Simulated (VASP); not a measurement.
Given:

```
RbCl
1.0
    4.62713     0.00000     0.00000
    0.00000     6.54375     0.00000
    0.00000     0.00000    24.17163
Rb Cl
4 4
Direct
  0.00000   0.00000   0.35942
  0.50000   0.50000   0.44915
  0.00000   0.00000   0.55085
  0.50000   0.50000   0.64058
  0.50000   0.00000   0.44891
  0.00000   0.50000   0.35823
  0.50000   0.00000   0.64177
  0.00000   0.50000   0.55109
```

All values below come from PBEsol GGA, VASP's PBE PAW potentials (set 64) (plane waves; VASP). Run with PREC = Normal, 400 eV cut-off, 5×3×1 Γ-centred mesh, Gaussian smearing of 0.050 eV, potentials Rb_sv Cl.

### Question
What does the run give for the energy per atom (σ→0), band gap (on the k-mesh) with the smallest direct gap where there is one?

### Answer

| Property | Value |
|---|---|
| band gap (on the k-mesh) | 4.29 eV |
| smallest direct gap (on the k-mesh) | 4.29 eV |
| energy per atom (σ→0) | -3335 meV/atom |

Only differences to runs with the same potentials and settings are physical.

The cell is a thin slab with vacuum, built from RbCl (rock salt): (110) face.
